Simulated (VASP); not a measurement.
Consider the following.

```
AlCo
1.0
    2.85854     0.00000     0.00000
    0.00000     2.85854     0.00000
    0.00000     0.00000     2.85854
Al Co
1 1
Direct
  0.50000   0.50000   0.50000
  0.00000   0.00000   0.00000
```

Computed with TPSS meta-GGA, VASP's PBE PAW potentials (set 64) (plane waves; VASP 6.6.1). Settings: 520 eV cut-off, 13×13×13 Γ-centred mesh, first-order Methfessel-Paxton smearing of 0.10 eV, potentials Al Co.

### Question
Give the stress tensor in GPa (positive for a compressed cell).

### Answer

```
-5.34   0.00   0.00
 0.00  -5.34   0.00
 0.00   0.00  -5.34
```
The pressure is its mean diagonal, -5.34 GPa.

The compound is CoAl in the CsCl type structure. This cell is one point of a volume scan, at 1.03 of the reference volume. The run is not spin-polarised, so no magnetic state was tried.
